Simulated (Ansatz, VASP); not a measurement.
# SnPt3: VASP beside Ansatz

INCAR

```
ALGO = Normal ; EDIFF = 1E-6
ENCUT = 520 ; GGA = CA
ISIF = 2 ; ISMEAR = -1
LASPH = T ; LCHARG = T
LELF = T ; LREAL = F
LVHAR = T ; LWAVE = F
NBANDS = 30 ; NELM = 100
PREC = Accurate ; SIGMA = 0.05
```

The input KPOINTS:

```
k-points
0
Gamma
  8 8 8
```

File POSCAR:

```
SnPt3
1.0
    4.0132891342      0.0000000000      0.0000000000
    0.0000000000      4.0132891342      0.0000000000
    0.0000000000      0.0000000000      4.0132891342
Sn Pt
1 3
Direct
    0.0000000000      0.0000000000      0.0000000000
    0.0000000000      0.5000000000      0.5000000000
    0.5000000000      0.0000000000      0.5000000000
    0.5000000000      0.5000000000      0.0000000000
```

Input for Ansatz:

```yaml
crystal:
  lattice:
    - [4.0132891342, 0.0, 0.0]
    - [0.0, 4.0132891342, 0.0]
    - [0.0, 0.0, 4.0132891342]
  atoms:
    - { symbol: Sn, position: [0.0, 0.0, 0.0] }
    - { symbol: Pt, position: [0.0, 0.5, 0.5] }
    - { symbol: Pt, position: [0.5, 0.0, 0.5] }
    - { symbol: Pt, position: [0.5, 0.5, 0.0] }
kpoints:
  mp_grid: { grid: [8, 8, 8] }
  band_path:
    path:
      - [0.0, 0.0, 0.0]
      - [0.0, 0.5, 0.0]
      - [0.5, 0.5, 0.0]
      - [0.0, 0.0, 0.0]
      - [0.5, 0.5, 0.5]
      - [0.0, 0.5, 0.0]
      - [0.5, 0.5, 0.5]
      - [0.5, 0.5, 0.0]
    npoints: 5
scf:
  occupations: { method: fermi_dirac, width: 0.05 }
hamiltonian:
  xc: lda
  pseudopotentials: { kind: all_electron, lapw: { basis_error: 0.0005 } }
output:
  forces: true
  stress: true
  eigenvalues: true
```

Change from the starting cell: volume scaled by 1.01.

Alike in both runs: task single point; functional LDA; k mesh 8 × 8 × 8; occupations fermi-dirac, width 0.05 eV; no spin polarisation.

|  | VASP | Ansatz |
| --- | --- | --- |
| version | VASP 6.6.1 | Ansatz 0.2.0 |
| potentials or method | VASP PAW LDA potentials, release 64 (Sn_d, Pt) | all-electron LAPW, scalar-relativistic |
| plane-wave cutoff (eV) | 520 | see its input |

```csv
,VASP,Ansatz,Ansatz less VASP
pressure (GPa),-5.1,-5.8,-0.69
```

Ansatz ran all-electron here, so the differences hold the error of VASP's frozen core and of both bases.

Spin-orbit coupling is left out, which matters for the levels of Pt.
